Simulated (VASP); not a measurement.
# NaCu (P4/mmm) in VASP: further runs, part 2 of 2

VASP 6.6.1.

**4. Band structure, PBEsol**

Input file INCAR:

```
ALGO = Normal ; EDIFF = 1E-7
ENCUT = 520 ; GGA = PS
ISIF = 2 ; ISMEAR = -1
LASPH = True ; LCHARG = False
LMAXMIX = 4 ; LREAL = False
LWAVE = False ; NBANDS = 16
NELM = 100 ; PREC = Accurate
SIGMA = 0.05
```

Input file KPOINTS:

```
k-points
0
Gamma
  9 9 7
```

Input file POSCAR:

```
NaCu
1.0
    2.9422367500      0.0000000000      0.0000000000
    0.0000000000      2.9422367500      0.0000000000
    0.0000000000      0.0000000000      4.0409127600
Na Cu
1 1
Direct
    0.0000000000      0.0000000000      0.0000000000
    0.5000000000      0.5000000000      0.5000000000
```

Input file KPOINTS_OPT:

```
path GXMGZRAZ,XR,MA
15
line-mode
reciprocal
 0.0000000000  0.0000000000  0.0000000000  G
 0.0000000000  0.5000000000  0.0000000000  X

 0.0000000000  0.5000000000  0.0000000000  X
 0.5000000000  0.5000000000  0.0000000000  M

 0.5000000000  0.5000000000  0.0000000000  M
 0.0000000000  0.0000000000  0.0000000000  G

 0.0000000000  0.0000000000  0.0000000000  G
 0.0000000000  0.0000000000  0.5000000000  Z

 0.0000000000  0.0000000000  0.5000000000  Z
 0.0000000000  0.5000000000  0.5000000000  R

 0.0000000000  0.5000000000  0.5000000000  R
 0.5000000000  0.5000000000  0.5000000000  A

 0.5000000000  0.5000000000  0.5000000000  A
 0.0000000000  0.0000000000  0.5000000000  Z

 0.0000000000  0.5000000000  0.0000000000  X
 0.0000000000  0.5000000000  0.5000000000  R

 0.5000000000  0.5000000000  0.0000000000  M
 0.5000000000  0.5000000000  0.5000000000  A
```

Potentials or basis: VASP PAW PBE potentials, release 64 (Na_pv, Cu).

Launch:

```bash
$ cat potpaw_PBE.64/Na_pv/POTCAR potpaw_PBE.64/Cu/POTCAR > POTCAR
$ mpirun -np 1 vasp_std > vasp.out
```

OUTCAR:

```text
EDIFF = 1E-7
   ENCUT = 520
   GGA = PS
   ISIF = 2
   ISMEAR = -1
   LASPH = True
   LREAL = False
   NELM = 100
   PREC = Accurate

 ion  position               nearest neighbor table
   1  0.000  0.000  0.000-
   2  0.500  0.500  0.500-

  LATTYP: Found a simple tetragonal cell.
 ALAT       =     2.9422367500
 C/A-ratio  =     1.3734152291

  Lattice vectors:

 A1 = (   2.9422367500,   0.0000000000,   0.0000000000)
 A2 = (   0.0000000000,   2.9422367500,   0.0000000000)
 A3 = (   0.0000000000,   0.0000000000,   4.0409127600)

Analysis of symmetry for initial positions (statically):
=====================================================================
 Subroutine PRICEL returns:
 Original cell was already a primitive cell.

 Routine SETGRP: Setting up the symmetry group for a
 simple tetragonal supercell.

 Subroutine GETGRP returns: Found 16 space group operations
 (whereof 16 operations were pure point group operations)
 out of a pool of 16 trial point group operations.

The static configuration has the point symmetry D_4h.
[... 158 lines left out ...]
  free energy    TOTEN  =        -4.77442582 eV

  energy without entropy =       -4.76865712  energy(sigma->0) =       -4.77154147

 E-fermi :   3.2461     XC(G=0):  -9.7769

 val. band max:        3.1975133873   @ k =   0.2222   0.2222   0.4286
 cond. band min:       3.2463102941   @ k =   0.3333   0.0000   0.4286
 fundamental gap:      0.0487969068
 Fermi energy:         3.2461306718

 k-point     1 :       0.0000    0.0000    0.0000
  band No.  band energies     occupation
      1     -20.4965      2.00000
      2     -20.4700      2.00000
      3     -20.4700      2.00000
      4      -2.7834      2.00000
      5       0.3859      2.00000
      6       0.3973      2.00000
[... 433 lines left out ...]
      3     -20.4712      2.00000
      4       0.1619      2.00000
      5       0.5755      2.00000
      6       0.6926      2.00000
[... 8 lines left out ...]
     15      15.4060      0.00000
     16      17.9008      0.00000

 [... further k-points ...]

------------------------ aborting loop because EDIFF is reached ----------------------------------------

  FORCE on cell =-STRESS in cart. coord.  units (eV):
  Direction    XX          YY          ZZ          XY          YZ          ZX
  --------------------------------------------------------------------------------------
  -------------------------------------------------------------------------------------
  Total       -0.0890276     -0.0890276      0.7711700      0.0000000     -0.0000000      0.0000000
  in kB       -4.0775626     -4.0775626     35.3204298      0.0000000     -0.0000000      0.0000000
  external PRESSURE =       9.0551016 kB  Pullay stress =       0.0000000 kB

 VOLUME and BASIS-vectors are now :
 -----------------------------------------------------------------------------
  energy-cutoff  :      520.00
  volume of cell :       34.98
      direct lattice vectors                 reciprocal lattice vectors
     2.942236750  0.000000000  0.000000000     0.339877476  0.000000000  0.000000000
     0.000000000  2.942236750  0.000000000     0.000000000  0.339877476  0.000000000
     0.000000000  0.000000000  4.040912760     0.000000000  0.000000000  0.247468842

 POSITION                                       TOTAL-FORCE (eV/Angst)
 -----------------------------------------------------------------------------------
      0.00000      0.00000      0.00000         0.000000      0.000000      0.000000
      1.47112      1.47112      2.02046         0.000000      0.000000      0.000000
 -----------------------------------------------------------------------------------
    total drift:                                0.000000      0.000000     -0.000000

  FREE ENERGIE OF THE ION-ELECTRON SYSTEM (eV)
  ---------------------------------------------------
  free  energy   TOTEN  =        -4.7744258207 eV

  energy  without entropy=       -4.7686571220  energy(sigma->0) =       -4.77154147
```

OSZICAR:

```text
N       E                     dE             d eps       ncg     rms          rms(c)
DAV:   1     0.113406028477E+03    0.11341E+03   -0.87878E+03  1936   0.154E+03
DAV:   2    -0.727687802090E+00   -0.11413E+03   -0.10701E+03  1976   0.292E+02
DAV:   3    -0.552223278084E+01   -0.47945E+01   -0.46904E+01  2456   0.728E+01
[... 32 lines left out ...]
       N       E                     dE             ncg
DAV:   1     0.316004644900E+05   -0.13012E+05      496
DAV:   2     0.298934584228E+05   -0.17070E+04      488
DAV:   3     0.298369324967E+05   -0.56526E+02      568
DAV:   4     0.298360998196E+05   -0.83268E+00      480
DAV:   5     0.298360742281E+05   -0.25592E-01      608
DAV:   6     0.298360730009E+05   -0.12272E-02      512
DAV:   7     0.298360729323E+05   -0.68604E-04      672
DAV:   8     0.298360729298E+05   -0.25022E-05      424
DAV:   9     0.298360729298E+05   -0.46719E-07      328
```

stdout:

```text
POSCAR found type information on POSCAR NaCu
 POSCAR found :  2 types and       2 ions
 scaLAPACK will be used
 -----------------------------------------------------------------------------
|                                                                             |
|                                                                             |
|     You enforced a specific xc type in the INCAR file but a different       |
|     I HOPE YOU KNOW WHAT YOU ARE DOING!                                     |
|                                                                             |
 -----------------------------------------------------------------------------

 LDA part: xc-table for (Slater+PW92), standard interpolation
 POSCAR, INCAR and KPOINTS ok, starting setup
 FFT: planning ... GRIDC
 FFT: planning ... GRID_SOFT
 FFT: planning ... GRID
 WAVECAR not read
 entering main loop
 Start KPOINTS_OPT (optional k-point list driver)
k-point batch [1-60\135]
k-point batch [61-120\135]
k-point batch [121-135\135]
```

Wall time 28 s (1 thread of Intel Xeon Platinum 8488C (Sapphire Rapids), shared host); peak memory 0.18 GiB.

Results:

```
Free energy             : -4.7744 eV
Pressure                : 0.9 GPa
Band gap along the path : none (metal or under the smearing width)
```

Levels at the corners of the path, in eV from the Fermi level:
```
point  band 7  band 8  band 9  band 10  band 11  band 12
    Γ   -2.12   -2.12   -1.85     2.80     5.30    10.78
    X   -2.15   -2.07   -1.01    -0.57     5.53     9.09
    X   -2.15   -2.07   -1.01    -0.57     5.53     9.09
    M   -2.47   -1.63    2.26     2.26     2.46     6.63
    M   -2.47   -1.63    2.26     2.26     2.46     6.63
    Γ   -2.12   -2.12   -1.85     2.80     5.30    10.78
    Γ   -2.12   -2.12   -1.85     2.80     5.30    10.78
    Z   -2.26   -2.14   -2.14    -1.85    11.61    11.61
    Z   -2.26   -2.14   -2.14    -1.85    11.61    11.61
    R   -2.16   -2.10    0.24     0.36     0.87     4.62
    R   -2.16   -2.10    0.24     0.36     0.87     4.62
    A   -2.12   -1.63    3.21     3.21     3.67     4.82
    A   -2.12   -1.63    3.21     3.21     3.67     4.82
    Z   -2.26   -2.14   -2.14    -1.85    11.61    11.61
    X   -2.15   -2.07   -1.01    -0.57     5.53     9.09
    R   -2.16   -2.10    0.24     0.36     0.87     4.62
    M   -2.47   -1.63    2.26     2.26     2.46     6.63
    A   -2.12   -1.63    3.21     3.21     3.67     4.82
```

Caveat: the PAW data sets were made with another functional, which shifts forces and pressure a little.

**5. The runs side by side**

| level | potentials or basis | pressure (GPa) |
| --- | --- | --- |
| LDA | VASP PAW LDA potentials, release 64 (Na_pv, Cu) | -1.7 |
| PBE | VASP PAW PBE potentials, release 64 (Na_pv, Cu) | 3.1 |
| PBEsol | VASP PAW PBE potentials, release 64 (Na_pv, Cu) | 0.9 |

Alike in all rows: task band structure; no spin polarisation; cell as given; k mesh 9 × 9 × 7; cutoff (eV) 520; smearing fermi-dirac 0.05 eV.

Caveats: the PAW data sets were made with another functional, which shifts forces and pressure a little (some runs).

Absolute energies hang on the potentials; compare differences alone.
